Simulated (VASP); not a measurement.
Wanted: the native input for a VASP 6.6.1 run.

```yaml
Task: single point
Functional: LDA
Potentials_or_basis: VASP PAW LDA potentials, release 64 (Ge_d)
Cutoff: 520 eV
k_mesh: 10 × 10 × 10
Occupations: gaussian, width 0.02 eV
Spin: no spin polarisation
Further_INCAR_settings: ALGO = Normal; EDIFF = 1e-07
```

The structure of Ge lies in POSCAR:

```
Ge                                      
1.0
   -0.0000000000      2.7837916663      2.7837916663
    2.7837916663      0.0000000000      2.7837916663
    2.7837916663      2.7837916663      0.0000000000
  Ge            
     2
Direct
     0.0000000000000000    0.0000000000000000    0.0000000000000000
     0.2500000000000000    0.2500000000000000    0.2500000000000000
```

The cell isn't the ideal one: a relaxed cell with its volume scaled by 0.97.

The input as run:

INCAR

```
  PREC = Accurate
  ENCUT = 520
  EDIFF = 1E-7
  ISMEAR = 0
  SIGMA = 0.02
  LREAL = False
  LASPH = True
  NELM = 100
  ALGO = Normal
  ISIF = 2
  LWAVE = False
  LCHARG = False
  GGA = CA
```

KPOINTS

```
Automatic mesh
0
Gamma
  10 10 10
```

Potentials or basis: VASP PAW LDA potentials, release 64 (Ge_d).

The run is started by

```bash
$ cat potpaw_LDA.64/Ge_d/POTCAR > POTCAR
$ mpirun -np 1 vasp_std > vasp.out
```

Results of the run:

```json
{
 "Pressure": "2.3 GPa",
 "Band gap on the k mesh": "0.22 eV, indirect (least direct gap 0.30 eV)"
}
```

Wall time 27 s on 1 thread of Intel(R) Xeon(R) Platinum 8259CL CPU @ 2.50GHz (Skylake/Cascade Lake) (shared host), peak memory 0.16 GiB.
